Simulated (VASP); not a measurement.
Output of a VASP run:

**OUTCAR**
```
 ion  position               nearest neighbor table
   1  0.499  0.999  0.999-  47 2.39  55 2.39  63 2.39  34 2.40
   2  0.750  0.250  0.999-  56 2.39  35 2.39  45 2.40  34 2.40
   3  0.750  0.999  0.250-  50 2.39  40 2.40  36 2.40  34 2.40
   4  0.000  1.000  1.000-  45 2.39  37 2.39  64 2.39  40 2.40
   5  0.249  0.249  0.999-  55 2.39  37 2.39  61 2.39  38 2.40
   6  0.500  0.500  0.999-  56 2.39  62 2.39  39 2.40  38 2.40
   7  0.751  0.751  0.999-  40 2.39  57 2.39  63 2.39  39 2.40
   8  0.249  0.999  0.249-  37 2.39  47 2.39  58 2.39  41 2.40
   9  0.494  0.245  0.243-  38 2.39  34 2.39  41 2.39  10 2.51
  10  0.624  0.374  0.376-  13 2.49  22 2.50   9 2.51  11 2.51
  11  0.754  0.505  0.244-  39 2.39  42 2.39  35 2.39  10 2.51
  12  0.500  0.999  0.500-  50 2.39  60 2.40  43 2.40  41 2.40
  13  0.755  0.244  0.506-  43 2.39  44 2.39  36 2.39  10 2.49
  14  0.751  0.999  0.751-  45 2.39  54 2.39  63 2.39  43 2.40
  15  0.001  0.501  0.999-  57 2.39  46 2.39  61 2.39  35 2.40
  16  0.250  0.750  1.000-  47 2.39  62 2.39  64 2.39  46 2.39
  17  0.001  0.250  0.250-  48 2.39  37 2.40  35 2.40  36 2.40
  18  0.249  0.500  0.250-  48 2.39  46 2.40  49 2.40  38 2.40
  19  0.500  0.751  0.250-  50 2.39  47 2.39  39 2.40  49 2.40
  20  0.001  0.999  0.501-  51 2.39  54 2.39  58 2.39  36 2.40
  21  0.249  0.250  0.500-  48 2.39  51 2.39  52 2.40  41 2.40
  22  0.494  0.506  0.506-  53 2.39  49 2.39  52 2.39  10 2.50
  23  0.750  0.750  0.500-  50 2.39  42 2.39  54 2.40  53 2.40
  24  0.250  1.000  0.750-  55 2.39  60 2.39  51 2.39  64 2.40
  25  0.500  0.250  0.751-  56 2.39  55 2.39  43 2.40  52 2.40
  26  0.750  0.499  0.750-  56 2.39  44 2.39  57 2.40  53 2.40
  27  0.000  0.751  0.249-  40 2.39  46 2.39  58 2.39  42 2.40
  28  0.000  0.499  0.500-  48 2.39  44 2.40  42 2.40  59 2.40
  29  0.249  0.751  0.501-  60 2.39  59 2.39  58 2.39  49 2.40
  30  0.001  0.249  0.751-  45 2.39  51 2.39  61 2.39  44 2.40
  31  0.249  0.501  0.751-  59 2.39  62 2.39  61 2.39  52 2.40
  32  0.499  0.751  0.751-  60 2.39  62 2.39  63 2.39  53 2.40
  33  0.000  0.750  0.750-  59 2.39  54 2.39  57 2.39  64 2.39
  34  0.626  0.123  0.123-   9 2.39   2 2.40   3 2.40   1 2.40
  35  0.877  0.374  0.123-  11 2.39   2 2.39  17 2.40  15 2.40
  36  0.877  0.123  0.374-  13 2.39   3 2.40  17 2.40  20 2.40
  37  0.125  0.125  0.125-   8 2.39   5 2.39   4 2.39  17 2.40
  38  0.373  0.376  0.123-   9 2.39  18 2.40   6 2.40   5 2.40
  39  0.624  0.627  0.123-  11 2.39  19 2.40   6 2.40   7 2.40
  40  0.875  0.875  0.125-  27 2.39   7 2.39   3 2.40   4 2.40
  41  0.373  0.124  0.376-   9 2.39  21 2.40  12 2.40   8 2.40
  42  0.876  0.626  0.375-  11 2.39  23 2.39  28 2.40  27 2.40
  43  0.624  0.123  0.627-  13 2.39  14 2.40  25 2.40  12 2.40
  44  0.876  0.375  0.626-  13 2.39  26 2.39  28 2.40  30 2.40
  45  0.875  0.125  0.875-  30 2.39  14 2.39   4 2.39   2 2.40
  46  0.125  0.625  0.125-  15 2.39  27 2.39  16 2.39  18 2.40
  47  0.375  0.875  0.125-   1 2.39   8 2.39  16 2.39  19 2.39
  48  0.125  0.375  0.375-  17 2.39  21 2.39  28 2.39  18 2.39
  49  0.373  0.627  0.374-  22 2.39  18 2.40  19 2.40  29 2.40
  50  0.625  0.875  0.375-   3 2.39  12 2.39  23 2.39  19 2.39
  51  0.125  0.125  0.625-  30 2.39  20 2.39  24 2.39  21 2.39
  52  0.373  0.375  0.627-  22 2.39  21 2.40  25 2.40  31 2.40
  53  0.625  0.627  0.627-  22 2.39  23 2.40  26 2.40  32 2.40
  54  0.875  0.875  0.625-  20 2.39  14 2.39  33 2.39  23 2.40
  55  0.375  0.125  0.875-   1 2.39   5 2.39  24 2.39  25 2.39
  56  0.625  0.375  0.875-  25 2.39  26 2.39   6 2.39   2 2.39
  57  0.875  0.625  0.875-  15 2.39   7 2.39  33 2.39  26 2.40
  58  0.125  0.875  0.375-  20 2.39  29 2.39  27 2.39   8 2.39
  59  0.124  0.625  0.625-  31 2.39  29 2.39  33 2.39  28 2.40
  60  0.375  0.875  0.625-  32 2.39  29 2.39  24 2.39  12 2.40
  61  0.125  0.375  0.875-  30 2.39   5 2.39  31 2.39  15 2.39
  62  0.375  0.625  0.875-  32 2.39  31 2.39  16 2.39   6 2.39
  63  0.625  0.875  0.875-   7 2.39  32 2.39  14 2.39   1 2.39
  64  0.125  0.875  0.875-  16 2.39  33 2.39   4 2.39  24 2.40
 Subroutine IBZKPT returns following result:
 Found      1 irreducible k-points:

 Following reciprocal coordinates:
            Coordinates               Weight
  0.000000  0.000000  0.000000      1.000000
 Subroutine IBZKPT_HF returns following result:
   k-points           NKPTS =      1   k-points in BZ     NKDIM =      1   number of bands    NBANDS=    159
   number of dos      NEDOS =    301   number of ions     NIONS =     64
   total plane-waves  NPLWV = 157464
   dimension x,y,z NGX =    54 NGY =   54 NGZ =   54
   dimension x,y,z NGXF=   108 NGYF=  108 NGZF=  108
   ions per type =              33  31
   PREC   = normal    normal or accurate (medium, high low for compatibility)
   ISTART =      1    job   : 0-new  1-cont  2-samecut
...
```

**OSZICAR**
```
       N       E                     dE             d eps       ncg     rms          rms(c)
DAV:   1    -0.339547918746E+03   -0.33955E+03   -0.17658E+01   636   0.110E+01    0.108E+01
DAV:   2    -0.339677586232E+03   -0.12967E+00   -0.58320E-01   698   0.129E+00    0.716E+00
DAV:   3    -0.339642221362E+03    0.35365E-01   -0.53082E-02   698   0.399E-01    0.417E+00
DAV:   4    -0.339629376991E+03    0.12844E-01   -0.19906E-02   720   0.224E-01    0.233E+00
DAV:   5    -0.339625108796E+03    0.42682E-02   -0.34048E-03   720   0.952E-02    0.131E+00
DAV:   6    -0.339623353420E+03    0.17554E-02   -0.67351E-04   690   0.529E-02    0.726E-01
DAV:   7    -0.339622736503E+03    0.61692E-03   -0.35289E-04   698   0.370E-02    0.387E-01
DAV:   8    -0.339622543164E+03    0.19334E-03   -0.10964E-04   682   0.201E-02    0.206E-01
DAV:   9    -0.339622479438E+03    0.63726E-04   -0.24538E-05   466   0.106E-02    0.113E-01
DAV:  10    -0.339622460306E+03    0.19132E-04   -0.14230E-05   408   0.815E-03    0.584E-02
DAV:  11    -0.339622456179E+03    0.41271E-05   -0.64779E-06   402   0.490E-03
   1 F= -.33962246E+03 E0= -.33962246E+03  d E =-.128324E-15  mag=     1.0000
```

OUTCAR:
```
------------------------ aborting loop because EDIFF is reached ----------------------------------------
  volume of cell :     1355.51
      direct lattice vectors                 reciprocal lattice vectors
    11.067109208  0.000000000  0.000000000     0.090357832  0.000000000  0.000000000
     0.000000000 11.067109208  0.000000000     0.000000000  0.090357832  0.000000000
     0.000000000  0.000000000 11.067109208     0.000000000  0.000000000  0.090357832
  FREE ENERGIE OF THE ION-ELECTRON SYSTEM (eV)
  ---------------------------------------------------
  free  energy   TOTEN  =      -339.6224561788 eV

  energy  without entropy=     -339.6224561788  energy(sigma->0) =     -339.62245618

  exchange ACFDT corr.  =         0.00000000  see jH, gK, PRB 81, 115126

 total charge

# of ion       s       p       d       tot
------------------------------------------
    1        1.080   1.277   0.169   2.525
    2        1.074   1.277   0.168   2.520
    3        1.074   1.277   0.168   2.519
    4        1.076   1.276   0.169   2.520
    5        1.079   1.276   0.168   2.523
    6        1.074   1.276   0.168   2.519
    7        1.080   1.280   0.169   2.529
    8        1.079   1.275   0.168   2.523
    9        1.117   1.244   0.139   2.501
   10        1.232   1.136   0.060   2.428
   11        1.119   1.248   0.139   2.506
   12        1.074   1.275   0.168   2.518
   13        1.117   1.251   0.140   2.509
   14        1.079   1.279   0.169   2.528
   15        1.080   1.277   0.169   2.526
   16        1.076   1.277   0.169   2.521
   17        1.074   1.278   0.168   2.521
   18        1.074   1.276   0.168   2.518
   19        1.074   1.277   0.168   2.520
   20        1.080   1.277   0.168   2.525
   21        1.074   1.277   0.168   2.520
   22        1.117   1.249   0.140   2.507
   23        1.074   1.278   0.168   2.520
   24        1.076   1.277   0.169   2.522
   25        1.074   1.277   0.168   2.519
   26        1.074   1.277   0.168   2.520
   27        1.080   1.277   0.168   2.525
   28        1.074   1.277   0.168   2.519
   29        1.079   1.276   0.168   2.523
   30        1.080   1.279   0.169   2.528
   31        1.080   1.278   0.169   2.526
   32        1.080   1.278   0.169   2.526
   33        1.076   1.277   0.169   2.522
   34        1.011   1.520   0.000   2.531
   35        1.011   1.520   0.000   2.531
   36        1.011   1.520   0.000   2.531
   37        1.007   1.531   0.000   2.538
   38        1.011   1.520   0.000   2.530
   39        1.010   1.522   0.000   2.533
   40        1.007   1.532   0.000   2.538
   41        1.011   1.519   0.000   2.530
   42        1.011   1.520   0.000   2.531
   43        1.010   1.522   0.000   2.532
   44        1.011   1.521   0.000   2.532
   45        1.007   1.532   0.000   2.538
   46        1.007   1.531   0.000   2.538
   47        1.007   1.532   0.000   2.538
   48        1.005   1.535   0.000   2.541
   49        1.011   1.520   0.000   2.531
   50        1.005   1.535   0.000   2.541
   51        1.007   1.531   0.000   2.538
   52        1.011   1.521   0.000   2.531
...
```
(Selected blocks of OUTCAR.)

POSCAR:
```
Ga33P31
1
   11.0671092084     0.0000000000     0.0000000000
    0.0000000000    11.0671092084     0.0000000000
    0.0000000000     0.0000000000    11.0671092084
Ga P
33 31
Direct
  0.4985366499   0.9989127968   0.9987195322
  0.7499661262   0.2502030220   0.9991078848
  0.7497419221   0.9991262668   0.2501952786
  0.0000991394   0.9999396437   0.9999349709
  0.2486610495   0.2485986204   0.9987303690
  0.5003236022   0.5000960792   0.9987920096
  0.7514269162   0.7508435464   0.9989255898
  0.2489265928   0.9990260670   0.2487924113
  0.4940496324   0.2445709406   0.2434474278
  0.6241142091   0.3741342006   0.3764003326
  0.7542537522   0.5051006548   0.2441946376
  0.5002957772   0.9990914207   0.4996969276
  0.7547623239   0.2436753899   0.5056358179
  0.7512578710   0.9985869284   0.7512826754
  0.0007008171   0.5014231941   0.9989281808
  0.2498836015   0.7500927489   0.9998549484
  0.0005575591   0.2503397655   0.2502873346
  0.2488432001   0.4998847717   0.2502250641
  0.5001896869   0.7509818040   0.2499415243
  0.0010244524   0.9989070154   0.5014106118
  0.2491239754   0.2503334243   0.4997903281
  0.4937683647   0.5062642089   0.5056445550
  0.7497910926   0.7504561891   0.4996369785
  0.2499436799   0.9999762755   0.7500712913
  0.5001947256   0.2504581674   0.7506743542
  0.7497157712   0.4994737974   0.7502116458
  0.0004440592   0.7506414906   0.2488046536
  0.0001115226   0.4994234056   0.4996461437
  0.2486027205   0.7510445186   0.5013008120
  0.0007687583   0.2487420275   0.7507571730
  0.2485861619   0.5012109710   0.7510578361
  0.4987526176   0.7512214508   0.7510805460
  0.0000724466   0.7499734324   0.7501045858
  0.6257646800   0.1231513575   0.1229919813
  0.8765199301   0.3741892198   0.1232925348
  0.8767529871   0.1230208888   0.3742474865
  0.1247029216   0.1248901383   0.1250553200
  0.3727815991   0.3761044251   0.1227719384
  0.6241618519   0.6270485220   0.1229741762
  0.8750717325   0.8749751753   0.1248272063
  0.3732989728   0.1235012933   0.3756535961
  0.8760024422   0.6261123912   0.3754166986
  0.6241038933   0.1225434635   0.6274733162
  0.8762694628   0.3751193705   0.6264218509
  0.8752545612   0.1247608302   0.8749599876
  0.1248097238   0.6252423996   0.1247540345
  0.3747083662   0.8749588525   0.1247074653
  0.1247636732   0.3749394407   0.3751134954
  0.3728909709   0.6271788169   0.3739535304
  0.6250848344   0.8748665209   0.3749738551
  0.1251417125   0.1248866268   0.6251606565
  0.3730003912   0.3745120807   0.6267918437
  0.6254173481   0.6268297416   0.6266937288
  0.8750999834   0.8745935014   0.6251203207
  0.3748607486   0.1249636803   0.8746522741
  0.6251325570   0.3749964008   0.8748663206
  0.8749491145   0.6248796422   0.8745678331
  0.1245970854   0.8748289226   0.3748474981
  0.1244826853   0.6248566408   0.6250951842
  0.3747222417   0.8750858311   0.6251343578
  0.1245232412   0.3749079896   0.8749467858
  0.3746634012   0.6252318091   0.8748893166
  0.6250650609   0.8747360067   0.8752696189
  0.1249850481   0.8749807846   0.8749643553
```

Question: Reconstruct the remaining input files.

Answer: One answer among several that fit: the input of the run itself, HSE06 screened hybrid, plane waves, VASP's PBE PAW potentials (set 64).

### KPOINTS
```
Regular mesh
0
Gamma
1 1 1
```

### INCAR
```
! general
SYSTEM    =  Ga33P31
PREC      =  Normal
ENCUT     =  400
LREAL     =  Auto
LASPH     =  .TRUE.   ! aspherical one-centre terms
ISYM      =  0
NELECT    =  253.0

! electronic loop
EDIFF     =  1E-5   ! SCF stop (eV)
NELM      =  50
NELMIN    =  4
ALGO      =  Normal   ! blocked Davidson
LMAXMIX   =  4

! smearing
ISMEAR    =  0   ! Gaussian
SIGMA     =  0.05

! functional
GGA       =  PE
LHFCALC   =  .TRUE.
AEXX      =  0.25
HFSCREEN  =  0.2   ! 1/Angstrom
PRECFOCK  =  Fast

! spin
ISPIN     =  2   ! spin-polarised
MAGMOM    =  64*0.0156
NUPDOWN   =  1

! ions
ISIF      =  0

! output
LWAVE     =  .FALSE.
LCHARG    =  .FALSE.
LORBIT    =  10
```

POTCAR, in this order: Ga P (PBE.64 set). Program: vasp_gam. Read from the step before: WAVECAR.

The cell is charged, with a uniform compensating background. The supercell is sampled at Γ alone, which is coarse: total energies, pressure and levels can be off, energies of defects by several tenths of an eV.

The cell is a supercell with a defect, built from GaP (zinc blende): Ga_P, charge +1. The cell's shape comes from a PBE relaxation.
